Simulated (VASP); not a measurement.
# LuCuTeSe with vdW-DF-cx: from relaxation to properties

What structure does LuCuTeSe take at this level, and what are its properties? The steps: rough relaxation of the start cell, full relaxation (vdW-DF-cx), density, ELF and potential (vdW-DF-cx), bands along the symmetry lines (vdW-DF-cx), total and projected DOS (vdW-DF-cx) and elastic constants (vdW-DF-cx). The cell is invented: it takes the structure of a Materials Project entry for LuCuSe2 (space group 156 there), with some of its atoms replaced by other elements, volume scaled by an estimate. It may not be a known or stable phase.

Program: VASP 6.6.1. Level of theory: vdW-DF-cx, 4f electrons in the core; plane waves and PAW (Lu_3, Te, Se, Cu); invented cell. Results are calculated unless marked as measured.

**1. The starting structure**

Before any relaxation, the start is as follows. It takes space group P3m1 (No. 156, trigonal). The conventional cell has a = 4.142 Å, b = 4.142 Å, c = 6.558 Å, α = 90.00°, β = 90.00°, γ = 120.00°. Lu has 3 Se at 2.83 Å and 3 Te at 2.96 Å nearest. Nearest to Te lie 3 Cu at 2.53 Å and 3 Lu at 2.96 Å. Se has 1 Cu at 2.48 Å and 3 Lu at 2.83 Å nearest. Nearest to Cu lie 1 Se at 2.48 Å and 3 Te at 2.53 Å. It derives from LuCuSe2. it takes the structure of a Materials Project entry for LuCuSe2 (space group 156 there), with some of its atoms replaced by other elements, volume scaled by an estimate. Farther neighbours and most contacts between anions are not listed.

Coordinates:

```cif
data_structure
_symmetry_space_group_name_H-M 'P 1'
_symmetry_Int_Tables_number 1
_cell_length_a 4.1423
_cell_length_b 4.1423
_cell_length_c 6.5584
_cell_angle_alpha 90.000
_cell_angle_beta 90.000
_cell_angle_gamma 120.000
_cell_volume 97.46
loop_
_atom_site_label
_atom_site_type_symbol
_atom_site_fract_x
_atom_site_fract_y
_atom_site_fract_z
_atom_site_occupancy
Lu1 Lu 0.00000 0.00000 0.79851 1
Te2 Te 0.33333 0.66667 0.06490 1
Se3 Se 0.66667 0.33333 0.56728 1
Cu4 Cu 0.66667 0.33333 0.18851 1
```

**2. Rough relaxation of the start cell**

The start is only an estimate, so a cheap relaxation brings it near a minimum before any careful run. vdW-DF-cx takes its exchange from the same plasmon model as its correlation. LUSE_VDW switches on a nonlocal correlation term for dispersion.

INCAR

```
SYSTEM = LuCuTeSe
PREC = Normal
ENCUT = 400
EDIFF = 1E-05
NELM = 60
ISMEAR = 0
SIGMA = 0.05
LREAL = .FALSE.
ALGO = Fast
GGA = CX
AGGAC = 0
LUSE_VDW = .TRUE.
LASPH = .TRUE.
NBANDS = 22
LORBIT = 11
LWAVE = .FALSE.
LCHARG = .FALSE.
KPAR = 2
IBRION = 2
NSW = 40
ISIF = 3
EDIFFG = -0.04
```

POSCAR

```
LuCuTeSe
1.0
    4.1423210000      0.0000000000      0.0000000000
   -2.0711610000      3.5873550000      0.0000000000
    0.0000000000      0.0000000000      6.5584490000
Lu Te Se Cu
1 1 1 1
Direct
    0.0000000000      0.0000000000      0.7985107200
    0.3333333300      0.6666666700      0.0648984900
    0.6666666700      0.3333333300      0.5672763600
    0.6666666700      0.3333333300      0.1885144300
```

KPOINTS

```
Automatic mesh
0
Gamma
5 5 3
0 0 0
```

The projector-augmented-wave data sets are Lu_3, Te, Se and Cu (PBE family, release 64).

On the command line:

```sh
$ mpirun -np 2 vasp_std
```

What it wrote:

```text
[banner, memory and clock lines left out]
running    2 mpi-ranks, on    1 nodes
 distrk:  each k-point on    1 cores,    2 groups
 distr:  one band on    1 cores,    1 groups

 POSCAR found type information on POSCAR LuTeSeCu
 POSCAR found :  4 types and       4 ions
|                                                                             |
|               ----> ADVICE to this user running VASP <----                  |
|                                                                             |
|     You have switched on vdW-DFT.                                           |
|     This routine was written and supplied by Jiri Klimes. We recommend      |
|     that you carefully read and cite the following publications:            |
|       J. Klimes, D.R. Bowler, A. Michelides                                 |
|          J. Phys.: Cond Matt. 22 022201 (2010)                              |
|       J. Klimes, D.R. Bowler, A. Michelides                                 |
|          Phys. Rev. B. 83, 195131 (2011)                                    |
|     and references therein.                                                 |
|                                                                             |

|                                                                             |
|               ----> ADVICE to this user running VASP <----                  |
|                                                                             |
|     You enforced a specific xc type in the INCAR file but a different       |
|     [... a line on the potential file left out ...]
|     I HOPE YOU KNOW WHAT YOU ARE DOING!                                     |
|                                                                             |

 LDA part: xc-table for (Slater+PW92), standard interpolation
 POSCAR, INCAR and KPOINTS ok, starting setup
 FFT: planning ... GRIDC
 FFT: planning ... GRID_SOFT
 FFT: planning ... GRID
 WAVECAR not read
 entering main loop
       N       E                     dE             d eps       ncg     rms          rms(c)
DAV:   1     0.182315090449E+03    0.18232E+03   -0.11684E+04   792   0.136E+03
DAV:   2     0.738404701854E+00   -0.18158E+03   -0.17074E+03   852   0.458E+02
DAV:   3    -0.111819382663E+02   -0.11920E+02   -0.11542E+02   868   0.888E+01
DAV:   4    -0.116028135700E+02   -0.42088E+00   -0.41883E+00   798   0.147E+01
DAV:   5    -0.116274221371E+02   -0.24609E-01   -0.24533E-01   720   0.397E+00    0.235E+01
RMM:   6    -0.117403721876E+02   -0.11295E+00   -0.23346E+01   720   0.592E+01    0.144E+01
RMM:   7    -0.103029396540E+02    0.14374E+01   -0.10999E+01   725   0.462E+01    0.913E+00
RMM:   8    -0.104426454487E+02   -0.13971E+00   -0.97883E-01   772   0.831E+00    0.221E+00
RMM:   9    -0.104179044026E+02    0.24741E-01   -0.10389E+00   720   0.138E+01    0.139E+00
RMM:  10    -0.103785906257E+02    0.39314E-01   -0.16605E-01   723   0.585E+00    0.397E-01
RMM:  11    -0.103848793782E+02   -0.62888E-02   -0.65395E-02   839   0.106E+00    0.527E-01
RMM:  12    -0.103997832815E+02   -0.14904E-01   -0.30652E-02   762   0.158E+00    0.103E+00
RMM:  13    -0.103815129672E+02    0.18270E-01   -0.60279E-02   718   0.338E+00    0.190E-01
RMM:  14    -0.103821639807E+02   -0.65101E-03   -0.12512E-02   723   0.590E-01    0.110E-01
RMM:  15    -0.103822375392E+02   -0.73558E-04   -0.92161E-04   783   0.247E-01    0.111E-01
RMM:  16    -0.103822654335E+02   -0.27894E-04   -0.28516E-04   709   0.167E-01    0.114E-01
RMM:  17    -0.103822987438E+02   -0.33310E-04   -0.81948E-05   554   0.110E-01    0.120E-01
RMM:  18    -0.103822899000E+02    0.88438E-05   -0.19176E-05   420   0.129E-01
   1 F= -.10382290E+02 E0= -.10382290E+02  d E =-.103823E+02
 curvature:   0.00 expect dE= 0.000E+00 dE for cont linesearch  0.000E+00
 trial: gam= 0.00000 g(F)=  0.107E+00 g(S)=  0.734E-01 ort = 0.000E+00 (trialstep = 0.100E+01)
 search vector abs. value=  0.181E+00
 bond charge predicted
       N       E                     dE             d eps       ncg     rms          rms(c)
DAV:   1    -0.110774510754E+02   -0.69515E+00   -0.22830E+01   836   0.140E+02    0.754E+00
RMM:   2    -0.110287469000E+02    0.48704E-01   -0.10870E+01   719   0.448E+01    0.453E+00
RMM:   3    -0.104311992990E+02    0.59755E+00   -0.30466E+00   723   0.264E+01    0.127E+00
RMM:   4    -0.104168918764E+02    0.14307E-01   -0.35530E-01   710   0.695E+00    0.956E-01
RMM:   5    -0.104155538939E+02    0.13380E-02   -0.15766E-01   763   0.495E+00    0.447E-01
RMM:   6    -0.104194851721E+02   -0.39313E-02   -0.53975E-02   844   0.186E+00    0.245E-01
RMM:   7    -0.104206301885E+02   -0.11450E-02   -0.13828E-02   824   0.867E-01    0.196E-01
RMM:   8    -0.104206536548E+02   -0.23466E-04   -0.74594E-03   710   0.118E+00    0.137E-01
RMM:   9    -0.104204514228E+02    0.20223E-03   -0.19020E-03   713   0.568E-01    0.227E-02
RMM:  10    -0.104205591194E+02   -0.10770E-03   -0.11340E-03   690   0.229E-01    0.366E-02
RMM:  11    -0.104205755450E+02   -0.16426E-04   -0.16820E-04   610   0.132E-01    0.442E-02
RMM:  12    -0.104205816437E+02   -0.60988E-05   -0.10355E-04   509   0.134E-01    0.457E-02
RMM:  13    -0.104205841710E+02   -0.25273E-05   -0.23112E-05   448   0.135E-01
   2 F= -.10420584E+02 E0= -.10420584E+02  d E =-.382943E-01
[... from here on, the cycles between the ionic steps are left out ...]
   3 F= -.10424067E+02 E0= -.10424067E+02  d E =-.417773E-01
   4 F= -.10425611E+02 E0= -.10425611E+02  d E =-.433210E-01
   5 F= -.10484949E+02 E0= -.10484949E+02  d E =-.593380E-01
   6 F= -.10488080E+02 E0= -.10488080E+02  d E =-.624690E-01
   7 F= -.10493524E+02 E0= -.10493524E+02  d E =-.544382E-02
   8 F= -.10493829E+02 E0= -.10493829E+02  d E =-.574888E-02
   9 F= -.10493698E+02 E0= -.10493698E+02  d E =-.561814E-02
  10 F= -.10493817E+02 E0= -.10493817E+02  d E =-.573714E-02
 curvature:  -0.00 expect dE=-0.638E-05 dE for cont linesearch -0.156E-05
 ZBRENT: accuracy reached
 trial: gam= 0.00000 g(F)=  0.177E-03 g(S)=  0.118E-02 ort =-0.295E-02 (trialstep = 0.715E+00)
 search vector abs. value=  0.135E-02
 bond charge predicted
       N       E                     dE             d eps       ncg     rms          rms(c)
DAV:   1    -0.104988792341E+02   -0.50718E-02   -0.99250E-02   678   0.714E+00    0.584E-01
RMM:   2    -0.104965423581E+02    0.23369E-02   -0.49031E-02   718   0.311E+00    0.315E-01
RMM:   3    -0.104942149014E+02    0.23275E-02   -0.12576E-02   727   0.163E+00    0.151E-01
RMM:   4    -0.104939834464E+02    0.23146E-03   -0.19494E-03   719   0.437E-01    0.365E-02
RMM:   5    -0.104940238420E+02   -0.40396E-04   -0.50436E-04   709   0.230E-01    0.312E-02
RMM:   6    -0.104940298574E+02   -0.60154E-05   -0.19649E-04   590   0.233E-01    0.118E-02
RMM:   7    -0.104940359827E+02   -0.61253E-05   -0.75486E-05   538   0.149E-01
  11 F= -.10494036E+02 E0= -.10494036E+02  d E =-.218986E-03
 trial-energy change:   -0.000219  1 .order   -0.000460   -0.000968    0.000047
 step:   0.4409(harm=  0.6824)  dis= 0.00097  next Energy=   -10.494059 (dE=-0.242E-03)
 reached required accuracy - stopping structural energy minimisation
```

It took 3.4 min on 2 MPI ranks of AMD EPYC 7R43, shared host; peak memory 0.49 GiB; 6.7 min of CPU time.

Lines that name or quote the potential files are left out of all logs, and their timing lines are given in words.

Parts of OUTCAR (step 2):

```text
ion  position               nearest neighbor table
   1  0.000  0.000  0.799-   3 2.83   3 2.83   3 2.83   2 2.96   2 2.96   2 2.96
   2  0.333  0.667  0.065-   4 2.53   4 2.53   4 2.53   1 2.96   1 2.96   1 2.96
   3  0.667  0.333  0.567-   4 2.48   1 2.83   1 2.83   1 2.83
   4  0.667  0.333  0.189-   3 2.48   2 2.53   2 2.53   2 2.53

  LATTYP: Found a hexagonal cell.
 ALAT       =     4.1423210000
 C/A-ratio  =     1.5832787947

 Subroutine GETGRP returns: Found  6 space group operations
 (whereof  6 operations were pure point group operations)

The static configuration has the point symmetry C_3v.

 Found     12 irreducible k-points:

   k-points           NKPTS =     12   k-points in BZ     NKDIM =     12   number of bands    NBANDS=     22

   dimension x,y,z NGX =    20 NGY =   20 NGZ =   32
   dimension x,y,z NGXF=    40 NGYF=   40 NGZF=   64

   ENCUT  =  400.0 eV  29.40 Ry    5.42 a.u.   6.76  6.76 10.70*2*pi/ulx,y,z

   NELECT =      32.0000    total number of electrons

 k-points in reciprocal lattice and weights: Automatic mesh
   0.00000000  0.00000000  0.00000000       0.013
   0.20000000 -0.00000000  0.00000000       0.080
   0.40000000  0.00000000  0.00000000       0.080
   0.20000000  0.20000000  0.00000000       0.080
   0.40000000  0.20000000  0.00000000       0.080
   0.00000000  0.00000000  0.33333333       0.027
   0.20000000 -0.00000000  0.33333333       0.080
   0.00000000  0.20000000  0.33333333       0.080
   0.40000000  0.00000000  0.33333333       0.080
   0.00000000  0.40000000  0.33333333       0.080
   0.20000000  0.20000000  0.33333333       0.160
   0.40000000  0.20000000  0.33333333       0.160

 average (electrostatic) potential at core
       1 -31.3083       2 -89.5409       3 -53.2398       4 -66.0750

 E-fermi :   5.1327

 k-point     1 :       0.0000    0.0000    0.0000
  band No.  band energies     occupation
    ...
     12       2.3736      2.00000
     13       2.3736      2.00000
     14       4.7067      2.00000
     15       4.8356      2.00000
     16       4.8356      2.00000
     17       6.4213      0.00000
     18       6.6953      0.00000
     19       6.6953      0.00000
     20       7.0924      0.00000
     21       7.5717      0.00000
    ...

 k-point     2 :       0.2000   -0.0000    0.0000
  band No.  band energies     occupation
    ...
     12       2.1854      2.00000
     13       2.4181      2.00000
     14       3.2215      2.00000
     15       4.0811      2.00000
     16       4.2849      2.00000
     17       6.1605      0.00000
     18       6.9111      0.00000
     19       7.3536      0.00000
     20       8.3100      0.00000
     21       8.5817      0.00000
    ...

 k-point     3 :       0.4000    0.0000    0.0000
  band No.  band energies     occupation
    ...
     12       2.1247      2.00000
     13       2.4237      2.00000
     14       2.5688      2.00000
     15       3.0911      2.00000
     16       3.3482      2.00000
     17       5.7048      0.00000
     18       7.7671      0.00000
     19       8.0177      0.00000
     20       8.1988      0.00000
     21       9.2832      0.00000
    ...

Total vdW correction in eV:      6.1147362

  Total        0.0238125      0.0238125      0.1175827     -0.0000000      0.0000000      0.0000000
  in kB        0.3910395      0.3910394      1.9308983     -0.0000001      0.0000000      0.0000000
  external PRESSURE =       0.9043257 kB  Pullay stress =       0.0000000 kB

  energy-cutoff  :      400.00
  volume of cell :       97.57
      direct lattice vectors                 reciprocal lattice vectors
     4.188085032 -0.000000006  0.000000000     0.238772612  0.137855474  0.000000000
    -2.094043027  3.626987810 -0.000000000     0.000000000  0.275710880  0.000000000
    -0.000000000 -0.000000000  6.422929028    -0.000000000  0.000000000  0.155692208

 POSITION                                       TOTAL-FORCE (eV/Angst)
 -----------------------------------------------------------------------------------
     -0.00000     -0.00000      5.01740         0.000000      0.000000     -0.009904
     -0.00000      2.41799      0.47185         0.000000      0.000000     -0.021100
      2.09404      1.20900      3.66566        -0.000000     -0.000000      0.005810
      2.09404      1.20900      1.24510        -0.000000     -0.000000      0.025195
 -----------------------------------------------------------------------------------
    total drift:                               -0.000005      0.000012     -0.021014

  FREE ENERGIE OF THE ION-ELECTRON SYSTEM (eV)
  ---------------------------------------------------
  free  energy   TOTEN  =       -10.4940359827 eV

  energy  without entropy=      -10.4940359827  energy(sigma->0) =      -10.49403598

Total vdW correction in eV:      6.1148229

 reached required accuracy - stopping structural energy minimisation

 total charge
# of ion       s       p       d       tot
------------------------------------------
    1        0.344   6.520   0.932   7.796
    2        1.329   2.135   0.054   3.518
    3        1.436   2.463   0.025   3.924
    4        0.382   0.348   9.270  10.000
--------------------------------------------------
tot          3.491  11.466  10.281  25.238

[... 3 further parts left out ...]
```

CONTCAR:

```
LuCuTeSe
   1.00000000000000
     4.1880850318010987   -0.0000000062032584    0.0000000000000000
    -2.0940430267966890    3.6269878101725763   -0.0000000000000000
    -0.0000000000000000   -0.0000000000000000    6.4229290275806079
  Lu              Te              Se              Cu
     1     1     1     1
Direct
     0.0000000000000000    0.0000000000000000    0.7811695566687190
     0.3333333300000021    0.6666666699999979    0.0734636365006373
     0.6666666699999979    0.3333333300000021    0.5707139263298694
     0.6666666699999979    0.3333333300000021    0.1938528805007736
```

The data set Lu_3 holds the 4f electrons frozen in the core, so no f bands or f moments appear. The gap is read on the k-mesh alone, so it is an upper bound where the band edges lie off the mesh. This relaxation is a rough one on cheap settings, only to bring the start near its minimum. The PAW data sets were made with PBE, which is usual practice but a small mismatch for other functionals. The run keeps the 6 symmetry operations of its start, so it cannot find a distortion of lower symmetry.

Step by step:

| step | energy less that of the first step (eV) | largest force (eV/Å) | pressure (GPa) | volume (Å³) |
| --- | --- | --- | --- | --- |
| 1 | 0.0000 | 1.2770 | -2.00 | 97.46 |
| 2 | -0.0383 | 0.5219 | 3.92 | 93.21 |
| 3 | -0.0418 | 0.8317 | 2.23 | 94.84 |
| 4 | -0.0433 | 0.7058 | 2.76 | 94.22 |
| 5 | -0.1027 | 0.0868 | 1.49 | 95.86 |
| 6 | -0.1058 | 0.0800 | 1.32 | 96.36 |
| 7 | -0.1112 | 0.0518 | -0.04 | 98.21 |
| 8 | -0.1115 | 0.0477 | -0.03 | 97.91 |
| 9 | -0.1114 | 0.0480 | -0.27 | 98.09 |
| 10 | -0.1115 | 0.0454 | -0.24 | 97.94 |
| 11 | -0.1117 | 0.0252 | 0.09 | 97.57 |

| conventional cell, symmetrised | before | after | change |
| --- | --- | --- | --- |
| a (Å) | 4.142 | 4.188 | +1.1 % |
| b (Å) | 4.142 | 4.188 | +1.1 % |
| c (Å) | 6.558 | 6.423 | -2.1 % |
| volume (Å³/atom) | 24.36 | 24.39 | +0.1 % |

The atoms that moved most (Å, as changes of fractional coordinates times the final cell):

| atom | dx | dy | dz | length |
| --- | --- | --- | --- | --- |
| Lu1 | 0.000 | 0.000 | -0.111 | 0.111 |
| Te2 | 0.000 | 0.000 | 0.055 | 0.055 |
| Cu4 | 0.000 | 0.000 | 0.034 | 0.034 |
| Se3 | 0.000 | 0.000 | 0.022 | 0.022 |

The relaxed structure:

```xyz
4
Lattice="4.1881 0.0000 0.0000 -2.0940 3.6270 0.0000 0.0000 0.0000 6.4229" Properties=species:S:1:pos:R:3 pbc="T T T"
Lu    0.0000    0.0000    5.0174
Te    0.0000    2.4180    0.4719
Se    2.0940    1.2090    3.6657
Cu    2.0940    1.2090    1.2451
```

A gap read on the k-mesh alone can miss the band edges.

This step gave:

- electrons: 32
- bands: 22
- irreducible k-points: 12
- symmetry operations: 6
- free energy (TOTEN): -10.49 eV
- Fermi energy: 5.133 eV
- pressure: 0.09043 GPa
- metallic: no
- valence top at k: 0, 0, 0
- conduction bottom at k: 0.4, 0, 0
- least direct gap at k: 0, 0, 0
- SCF cycles over all ionic steps: 106
- gap on the k-mesh: 0.8692 eV
- least direct gap on the k-mesh: 1.586 eV

It ends with a largest force of 0.025 eV/Å and a pressure of 0.09 GPa.

(Part 1 of 4 ends here.)

[Lines on the potential files, build, host, timing and source positions are cut from VASP's logs without a mark.]

[Logs are printed without paths, hosts, clocks, repeated set-up lines and the standing remarks that a program may print on its own settings, such as how far it seeks lower states.]

[Hosts, paths, dates, database ids (printed as entryN), source tags and the programs' standing remarks are cut or masked in the printed files.]

[A measured line is paired with the nearest computed mode of its activity, which favours agreement.]
